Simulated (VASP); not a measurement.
A VASP calculation is set up with these files.

### KPOINTS
```
Automatic mesh
0
Gamma
14 14 14
0 0 0
```

### POSCAR
```
Ag
1
    0.0000000000     2.0041000000     2.0041000000
    2.0041000000     0.0000000000     2.0041000000
    2.0041000000     2.0041000000     0.0000000000
Ag
1
Direct
  0.0000000000   0.0000000000   0.0000000000
```

INCAR:
```
ALGO=Normal
EDIFF=1E-6
ENCUT=300
GGA=PE
ISIF=2
ISMEAR=0
LASPH=.True.
LCHARG=.False.
LMAXMIX=4
LREAL=.False.
LWAVE=.False.
NELM=100
PREC=Accurate
SIGMA=0.1
SYSTEM=Ag
```

POTCAR, in this order: Ag (PBE.64 set). Program: vasp_std.

Q: Translate this PBE calculation to Ansatz.

A: One equivalent input (not run):
Ansatz 0.2 input:
```yaml
crystal:
  lattice:
    - [0.0000000, 2.0041000, 2.0041000]
    - [2.0041000, 0.0000000, 2.0041000]
    - [2.0041000, 2.0041000, 0.0000000]
  atoms:
    - { symbol: Ag, position: [0.0000000, 0.0000000, 0.0000000] }
kpoints:
  mp_grid: { grid: [14, 14, 14] }
hamiltonian:
  xc: pbe
  pseudopotentials: { kind: paw }
scf:
  occupations: { method: gaussian, width: 0.1 }
  max_iter: 100
output: { forces: true, stress: true, eigenvalues: true }
```
Limits of the translation: each code has its own PAW files, so the cut-off isn't converted (ENCUT is set for VASP's; basis.ecutwfc is left out, and Ansatz then takes the one that its files recommend); Ansatz stops its SCF on the density residual and VASP on the energy change (EDIFF).

The structure is a typed Ag crystal (Fm-3m). The cell was not relaxed at this level, and its volume differs by -5.9 % from the start's.
